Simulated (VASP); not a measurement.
An input for Ansatz (written as the equivalent of a VASP run, and not itself run):

Ansatz 0.2 input:
```yaml
crystal:
  lattice:
    - [2.7279413, 0.0000000, 0.0000000]
    - [0.0000000, 2.7279413, 0.0000000]
    - [0.0000000, 0.0000000, 3.7570430]
  atoms:
    - { symbol: Fe, position: [0.0000000, 0.0000000, 0.0000000], spin: 2.9 }
    - { symbol: Pt, position: [0.5000000, 0.5000000, 0.5000000], spin: 0.3 }
kpoints:
  mp_grid: { grid: [15, 15, 11] }
hamiltonian:
  xc: pbe
  pseudopotentials: { kind: paw }
magnetization: { spin_polarized: true }
scf:
  occupations: { method: tetrahedron }
  max_iter: 100
output: { forces: true, stress: true, eigenvalues: true }
```

### Question
Write the VASP files for the same calculation (PBE).

### Answer
This is not unique; one that fits is 
**INCAR**
```
ALGO = Normal
EDIFF = 1E-7
ENCUT = 400
GGA = PE
ISIF = 2
ISMEAR = -5
ISPIN = 2
LASPH = T
LCHARG = T
LMAXMIX = 6
LORBIT = 11
LREAL = F
LWAVE = F
MAGMOM = 2.9 0.3
NEDOS = 601
NELM = 100
PREC = Accurate
SYSTEM = FePt
```

### KPOINTS
```
K-points
0
gamma
15 15 11
```

**POSCAR**
```
FePt
1
    2.7279413155     0.0000000000     0.0000000000
    0.0000000000     2.7279413155     0.0000000000
    0.0000000000     0.0000000000     3.7570430167
Fe Pt
1 1
Direct
  0.0000000000   0.0000000000   0.0000000000
  0.5000000000   0.5000000000   0.5000000000
```

POTCAR, in this order: Fe Pt (PBE.64 set). Program: vasp_std.

Limits of the translation: each code has its own PAW files, so the cut-off isn't converted (ENCUT is set for VASP's; basis.ecutwfc is left out, and Ansatz then takes the one that its files recommend); Ansatz stops its SCF on the density residual and VASP on the energy change (EDIFF).

The compound is FePt in the L1_0 structure. It was relaxed first.
